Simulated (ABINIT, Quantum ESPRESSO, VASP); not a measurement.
One calculation of CSe2, 3 ways

```
CELL_PARAMETERS angstrom
3.56977 -2.99478 0.00000
3.56977 2.99478 0.00000
0.00000 0.00000 9.46265
ATOMIC_POSITIONS crystal
Se 0.21242 0.78758 0.87938
Se 0.78758 0.21242 0.12061
Se 0.28758 0.71242 0.37938
Se 0.71242 0.28758 0.62062
C 0.00000 0.00000 0.00000
C 0.50000 0.50000 0.50000
```

The cell comes from a database or a generator and needn't be the stable form of this composition.

Alike in all runs: task single point; functional PBE; k mesh 6 × 6 × 3; occupations fermi-dirac, width 0.05 eV; no spin polarisation; no spin-orbit coupling. Pressure is positive in compression and, in plane waves, holds the error of the finite cutoff.

| program and potentials | plane-wave cutoff (eV) | notes | pressure (GPa) | largest force (eV/Å) |
| --- | --- | --- | --- | --- |
| Quantum ESPRESSO, SSSP 1.3 efficiency PBE | 748 | - | 0.09 | 0.108 |
| ABINIT, JTH PAW PBE v2.0 | 517 | - | 0.29 | 0.030 |
| VASP, PBE PAW files C, Se, 520 eV | 520 | - | 0.21 | 0.053 |

Force on atom 1 (Se), eV/Å:

```csv
program and potentials,x,y,z
"Quantum ESPRESSO, SSSP 1.3 efficiency PBE",0.000,0.088,0.062
"ABINIT, JTH PAW PBE v2.0",0.000,0.028,0.010
"VASP, PBE PAW files C, Se, 520 eV",0.000,0.046,0.025
```

The pressure spans 0.09 (Quantum ESPRESSO, SSSP 1.3 efficiency PBE) to 0.29 GPa (ABINIT, JTH PAW PBE v2.0).

Differences between rows come from potentials, basis sets and numerical settings, since the functional is the same but for its coding. Runs on potential files found faulty are left out.
